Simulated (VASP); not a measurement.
Write the native input for VASP 6.6.1 that does the following.

```
Task                   : relaxation of cell and atoms
Functional             : PBE
Potentials or basis    : VASP PAW PBE potentials, release 64 (Li_sv, Lu, Se)
Cutoff                 : 600 eV
k mesh                 : 4 × 4 × 4
Occupations            : gaussian, width 0.03 eV
Spin                   : no spin polarisation
Further INCAR settings : ALGO = Normal; EDIFF = 1e-07; IBRION = 2; EDIFFG = -0.005; NSW = 90; ISIF = 3
```

The structure of LiLuSe2 lies in POSCAR:

```
LiLuSe2                                 
1.0
    0.0000000000      5.6430464131      5.6430464131
    5.6430464131      0.0000000000      5.6430464131
    5.6430464131      5.6430464131     -0.0000000000
  Li              Lu              Se            
     4     4     8
Direct
     0.1250000000000000    0.1250000000000000    0.1250000000000000
     0.6250000000000000    0.1250000000000000    0.1250000000000000
     0.1250000000000000    0.1250000000000000    0.6250000000000000
     0.1250000000000000    0.6250000000000000    0.1250000000000000
     0.6250000000000000    0.6250000000000000    0.6250000000000000
     0.1250000000000000    0.6250000000000000    0.6250000000000000
     0.6250000000000000    0.6250000000000000    0.1250000000000000
     0.6250000000000000    0.1250000000000000    0.6250000000000000
     0.3751842020599051    0.3751842020599051    0.3751842020599051
     0.3755526061797084    0.8748157979400948    0.8748157979400948
     0.3751842020599051    0.3751842020599051    0.8744473938202916
     0.8748157979400948    0.3755526061797084    0.8748157979400948
     0.8744473938202916    0.3751842020599051    0.3751842020599051
     0.8748157979400948    0.8748157979400948    0.8748157979400948
     0.3751842020599051    0.8744473938202916    0.3751842020599051
     0.8748157979400948    0.8748157979400948    0.3755526061797084
```

The cell was built by a generator and needn't be a form met in nature.

These files were run (other wordings do the same):

INCAR

```
SYSTEM = LiLuSe2
PREC = Accurate ; ENCUT = 600
EDIFF = 1E-7 ; ISMEAR = 0
SIGMA = 0.03 ; LREAL = .False.
LASPH = .True. ; NELM = 80
ALGO = Normal ; ISIF = 3
LWAVE = .False. ; LCHARG = .False.
GGA = PE ; IBRION = 2
NSW = 90 ; EDIFFG = -0.005
KPAR = 4
```

KPOINTS

```
regular mesh
0
Gamma
  4 4 4
  0 0 0
```

Potentials or basis: VASP PAW PBE potentials, release 64 (Li_sv, Lu, Se).

The run is started by

```console
$ cat potpaw_PBE.64/Li_sv/POTCAR potpaw_PBE.64/Lu/POTCAR potpaw_PBE.64/Se/POTCAR > POTCAR
$ mpirun -np 4 vasp_std > vasp.out
```

It gave:

| Property | Result |
| --- | --- |
| Relaxed volume | 22.46 Å³/atom |
| Relaxed cell | a = 7.980 Å, b = 7.980 Å, c = 7.980 Å, α = 60.00°, β = 60.00°, γ = 60.00° |
| Space group after relaxing (to 0.05 Å) | Fd-3m (No. 227) |
| Energy gained by relaxing | 0.0 meV/atom |
| Ionic steps | 2 |
| Pressure after relaxing | 0.0 GPa |
| Largest force after relaxing | 0.005 eV/Å |
| Band gap on the k mesh | 1.62 eV, direct |

Caveat: the cutoff is under 1.25 times the usual one of these potentials, so pressure, stress and relaxed cells hold a basis-set (Pulay) error; spin-orbit coupling is left out, which moves the levels of the heavy elements.

Wall time 3 min on 4 MPI ranks on Intel(R) Xeon(R) 6975P-C (Granite Rapids) (shared host), peak memory 0.77 GiB a rank.
